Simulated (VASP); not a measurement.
# SrTiO3 (Tausonite): relaxation of cell and atoms with r2SCAN

The system is SrTiO3 (Tausonite).

```
Sr Ti O
1.0
     3.90528    0.00000    0.00000
     0.00000    3.90528    0.00000
     0.00000    0.00000    3.90528
Sr Ti O
1 1 3
Cartesian
  1.9526 1.9526 1.9526
  0.0000 0.0000 0.0000
  1.9526 0.0000 0.0000
  0.0000 1.9526 0.0000
  0.0000 0.0000 1.9526
```

```
Program                : VASP 6.6.1
Task                   : relaxation of cell and atoms
Functional             : r2SCAN
Potentials or basis    : VASP PAW PBE potentials, release 64 (Sr_sv, Ti_sv, O)
Cutoff                 : 600 eV
k mesh                 : 8 × 8 × 8
Occupations            : gaussian, width 0.03 eV
Spin                   : no spin polarisation
Further INCAR settings : ALGO = Normal; EDIFF = 1e-06; IBRION = 2; EDIFFG = -0.01; NSW = 90; ISIF = 3
```

- Relaxed volume: 11.98 Å³/atom
- Relaxed cell: a = 3.912 Å, b = 3.912 Å, c = 3.912 Å, α = 90.00°, β = 90.00°, γ = 90.00°
- Space group after relaxing (to 0.05 Å): Pm-3m (No. 221)
- Energy gained by relaxing: 0.2 meV/atom
- Ionic steps: 3
- Pressure after relaxing: 0.0 GPa
- Band gap on the k mesh: 2.27 eV, indirect (least direct gap 2.65 eV)

The path:
```
step  energy change (eV)  largest force (eV/Å)  pressure (GPa)  volume (Å³)
   1              0.0000                0.0000            1.02        59.56
   2              0.0001                0.0000           -1.05        60.22
   3             -0.0010                0.0000            0.01        59.88
```

Final structure:
```yaml
crystal:
  lattice:
    - [3.91220, 0.00000, 0.00000]
    - [0.00000, 3.91220, 0.00000]
    - [0.00000, 0.00000, 3.91220]
  atoms:
    - { symbol: Sr, position: [0.50000, 0.50000, 0.50000] }
    - { symbol: Ti, position: [0.00000, 0.00000, 0.00000] }
    - { symbol: O, position: [0.50000, 0.00000, 0.00000] }
    - { symbol: O, position: [0.00000, 0.50000, 0.00000] }
    - { symbol: O, position: [0.00000, 0.00000, 0.50000] }
```

Levels at points of the mesh, in eV from the valence-band top:
```tsv
k point	band 16	band 17	band 18	band 19	band 20	band 21	band 22	band 23	band 24
(0.00, 0.00, 0.00)	-1.20	-1.20	-0.39	-0.39	-0.39	2.27	2.27	2.27	4.56
(0.50, 0.00, 0.00)	-2.35	-2.35	-1.99	-0.77	-0.77	2.43	4.15	4.15	4.57
(0.50, 0.50, 0.00)	-2.84	-1.80	-1.60	-1.60	-0.09	4.16	4.16	4.64	5.60
(0.50, 0.50, 0.50)	-3.78	-3.78	0.00	0.00	0.00	4.85	4.85	4.85	7.61
```

Wall time 2.5 min on 2 MPI ranks on Intel(R) Xeon(R) Platinum 8488C (Sapphire Rapids), with other jobs on the host, peak memory 0.22 GiB a rank.

Caveat: the PAW data sets were made with another functional, which shifts forces and pressure a little. A k mesh can miss the band edges.
